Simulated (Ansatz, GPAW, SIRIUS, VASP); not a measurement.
One calculation of NbTe, 4 ways

```xyz
2
Lattice="3.7030 0.0000 0.0000 -1.8515 3.2069 0.0000 0.0000 0.0000 3.6942" Properties=species:S:1:pos:R:3 pbc="T T T"
Te    1.8515    1.0690    0.0000
Nb    0.0000    0.0000    1.8471
```

The cell comes from a database or a generator and needn't be the stable form of this composition.

Alike in all runs: task single point; functional PBEsol; k mesh 8 × 8 × 7; occupations fermi-dirac, width 0.05 eV; no spin polarisation; no spin-orbit coupling. Pressure is positive in compression and, in plane waves, holds the error of the finite cutoff.

| program and potentials | plane-wave cutoff (eV) | notes | pressure (GPa) |
| --- | --- | --- | --- |
| GPAW, PAW data sets generated for this functional | 600 | 9.5 valence electrons an atom on average | -6.12 |
| VASP, PBE PAW files Nb_sv, Te, 520 eV | 520 | potentials made for PBE; 9.5 valence electrons an atom on average | ? |
| Ansatz, all-electron LAPW, scalar-relativistic | - | - | -5.25 |
| SIRIUS, PseudoDojo 0.4.1 PBEsol standard (scalar relativistic) | 1127 | 14.5 valence electrons an atom on average | -4.85 |

Question: Estimate from the other rows what the run with VASP, PBE PAW files Nb_sv, Te, 520 eV gave.

Answer: Pressure -5.33 GPa. The other rows, which needn't bracket it: pressure -6.12 to -4.85.
